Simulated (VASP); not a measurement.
An input for Quantum ESPRESSO's pw.x (written as the equivalent of a VASP run, and not itself run):

```
&CONTROL
  calculation = 'scf'
  pseudo_dir = './pseudo'
  outdir = './out'
  tprnfor = .true.
  tstress = .true.
/
&SYSTEM
  ibrav = 0
  nat = 4
  ntyp = 2
  ecutwfc = 102
  occupations = 'smearing'
  smearing = 'gaussian'
  degauss = 0.000735
  input_dft = 'pbe'
/
&ELECTRONS
  conv_thr = 7.3e-08
  electron_maxstep = 100
/
ATOMIC_SPECIES
  Cd 112.414 Cd.upf
  S 32.060 S.upf
CELL_PARAMETERS angstrom
     4.1688400    0.0000000    0.0000000
    -2.0844200    3.6103210    0.0000000
     0.0000000    0.0000000    6.7796200
ATOMIC_POSITIONS crystal
  Cd   0.6666670  0.3333330  0.5002200
  Cd   0.3333330  0.6666670  0.0002200
  S    0.6666670  0.3333330  0.8767800
  S    0.3333330  0.6666670  0.3767800
K_POINTS automatic
  9 9 5 0 0 0
```

Write the VASP files for the same calculation (PBE).

One answer among several that fit: 
**KPOINTS**
```
Automatic mesh
0
G
 9 9 5
0 0 0
```

INCAR:
```
SYSTEM = CdS
PREC = Accurate
ENCUT = 300
EDIFF = 1E-6
NELM = 100
ALGO = Normal
LREAL = .FALSE.
LASPH = .TRUE.
ISMEAR = 0
SIGMA = 0.01
GGA = PE
LMAXMIX = 4
LWAVE = .FALSE.
LCHARG = .FALSE.
ISIF = 2
```

POSCAR:
```
CdS
1.0
  4.1688400000   0.0000000000   0.0000000000
 -2.0844200000   3.6103210000   0.0000000000
  0.0000000000   0.0000000000   6.7796200000
Cd S
2 2
Direct
  0.6666670000   0.3333330000   0.5002200000
  0.3333330000   0.6666670000   0.0002200000
  0.6666670000   0.3333330000   0.8767800000
  0.3333330000   0.6666670000   0.3767800000
```

POTCAR, in this order: Cd S (PBE.64 set). Program: vasp_std.

What does not carry over: the potentials are each code's own (VASP's PAW set, PseudoDojo norm-conserving files in pw.x), so ENCUT and ecutwfc are chosen apart and not converted; conv_thr bounds pw.x's estimated SCF error, while EDIFF bounds the energy change between steps.

The structure comes from a computed database's CdS entry (P6_3mc); how it stands against other phases isn't given here. The cell was not relaxed at this level.
